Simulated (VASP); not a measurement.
The system is Zr2CrN2.

```xyz
5
Lattice="4.7089 0.0000 0.0000 -2.3545 4.0781 0.0000 0.0000 0.0000 3.8069" Properties=species:S:1:pos:R:3 pbc="T T T"
Zr    0.0000    2.7187    1.5920
Zr    2.3545    1.3594    1.5920
Cr    0.0000    0.0000    1.6792
N     0.0000    2.7187    3.7396
N     2.3545    1.3594    3.7396
```

The cell was built by a generator and needn't be a form met in nature.

- Program: VASP 6.6.1
- Task: relaxation of cell and atoms
- Functional: PBE
- Potentials or basis: VASP PAW PBE potentials, release 64 (Zr_sv, Cr_pv, N)
- Cutoff: 520 eV
- k mesh: 4 × 4 × 4
- Occupations: gaussian, width 0.15 eV
- Spin: collinear spin, ferromagnetic start
- Starting moments: [0.0, 0.0, 3.0, 0.0, 0.0] μB

At the start: pressure 52.4 GPa; volume 14.62 Å³/atom.

Task: How do energy, volume and symmetry change on relaxing?

Result: Over 20 steps the energy falls by 994.0 meV/atom and the volume is 20.79 Å³/atom (+42.2 %); space group P6mm (No. 183, to 0.05 Å); moment 3.77 μB per cell.

The path:
| step | energy change (eV) | largest force (eV/Å) | pressure (GPa) | volume (Å³) |
| --- | --- | --- | --- | --- |
| 1 | 0.0000 | 8.8186 | 52.38 | 73.11 |
| 2 | -0.6027 | 2.1578 | -3.62 | 135.47 |
| 3 | -1.4751 | 1.8736 | -3.47 | 123.72 |
| 4 | -2.1179 | 1.7743 | -3.02 | 115.01 |
| 5 | -3.6659 | 2.1647 | 5.40 | 92.56 |
| 6 | -3.5788 | 0.8865 | 18.69 | 82.47 |
| 7 | -3.7591 | 2.0032 | 9.62 | 88.73 |
| 8 | -3.7660 | 1.9098 | 10.57 | 87.82 |
| 9 | -4.5060 | 0.2011 | -3.41 | 104.60 |
| 10 | -4.5058 | 0.1551 | -5.75 | 105.49 |
| 11 | -4.7732 | 1.1437 | 1.32 | 107.86 |
| 12 | -4.9347 | 0.5498 | -1.55 | 107.21 |
| 13 | -4.9378 | 0.4511 | -2.02 | 107.07 |
| 14 | -4.9381 | 0.4667 | -1.99 | 107.09 |
| 15 | -4.9676 | 0.1620 | 0.45 | 103.62 |
| 16 | -4.9696 | 0.0939 | -0.15 | 104.30 |
| 17 | -4.9697 | 0.0879 | -0.13 | 104.22 |
| 18 | -4.9696 | 0.0878 | -0.06 | 104.16 |
| 19 | -4.9699 | 0.0861 | 0.30 | 103.96 |
| 20 | -4.9700 | 0.0692 | 0.18 | 103.95 |

Final structure:
```yaml
crystal:
  lattice:
    - [5.47275, 0.00000, 0.00000]
    - [-2.73637, 4.73954, 0.00000]
    - [0.00000, 0.00000, 4.00746]
  atoms:
    - { symbol: Zr, position: [0.33333, 0.66667, 0.45132] }
    - { symbol: Zr, position: [0.66667, 0.33333, 0.45132] }
    - { symbol: Cr, position: [0.00000, 0.00000, 0.43638] }
    - { symbol: N, position: [0.33333, 0.66667, 0.95157] }
    - { symbol: N, position: [0.66667, 0.33333, 0.95157] }
```

Caveat: the k mesh is coarse (spacing up to 0.41 Å⁻¹), so the values aren't converged; the volume moved by over 15 % at a fixed basis, so the end points are rough; a cell with one magnetic atom can't hold antiferromagnetic order, which such compounds often take.
